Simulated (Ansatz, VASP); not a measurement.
# Two plane-wave programs on ReSb2

```
CELL_PARAMETERS angstrom
3.36175 0.00000 0.00000
-1.68088 2.91136 0.00000
0.00000 0.00000 6.33592
ATOMIC_POSITIONS crystal
Re 0.00000 0.00000 0.00000
Sb 0.33333 0.66667 0.29167
Sb 0.66667 0.33333 0.70833
```

Alike in both runs: task relaxation of shape and atoms at fixed volume; functional PBEsol; k mesh 10 × 10 × 6; occupations gaussian, width 0.05 eV; no spin polarisation.

```csv
,VASP,Ansatz
version,VASP 6.6.1,Ansatz 0.2.0
potentials or method,"VASP PAW PBE potentials, release 64 (Re, Sb)","scalar-relativistic, plane waves, PAW"
plane-wave cutoff (eV),600,420
valence electrons in the cell,17,45
```

|  | VASP | Ansatz | Ansatz less VASP |
| --- | --- | --- | --- |
| relaxed volume (Å³/atom) | 20.67 | 20.67 | 0.000 |
| relaxed cell length with the largest relative difference (Å) | 6.320 | 6.329 | +0.0087 |
| energy change over the relaxation (meV/atom) | -1 | -1 | +0.2 |

The two sets of potentials don't hold the same shells in valence.

Caveats: the PAW data sets were made with another functional, which shifts forces and pressure a little (VASP). Spin-orbit coupling is left out, which matters for the levels of Re, Sb.
